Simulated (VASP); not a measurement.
Here is the system:

```
AuCu3
1.0
    3.53620     0.00000     0.00000
    0.00000     3.53620     0.00000
    0.00000     0.00000     3.53620
Cu Au
3 1
Cartesian
  0.00000   1.76810   1.76810
  1.76810   0.00000   1.76810
  1.76810   1.76810   0.00000
  0.00000   0.00000   0.00000
```

These are LDA (Ceperley-Alder, Perdew-Zunger), VASP's LDA PAW potentials (set 64) (plane waves; VASP 6.6.1) values and carry that method's errors. Run with 500 eV cut-off, 9×9×9 Γ-centred mesh, first-order Methfessel-Paxton smearing of 0.10 eV, potentials Cu Au.

Unless said otherwise, spin-orbit coupling is left out, though it shifts the bands of the heavy elements here.

Estimate the energy per atom (σ→0), pressure, band gap (on the k-mesh) with the smallest direct gap where there is one.

* **band gap (on the k-mesh)**: none (metal, semimetal or under 0.01 eV)
* **energy per atom (σ→0)**: -4.574 eV/atom
* **pressure**: 29.96 GPa

Total energies compare only between runs with the same potentials, cut-off and functional.

The compound is Cu3Au in the L1_2 structure. It was relaxed first under an external pressure of 30 GPa.
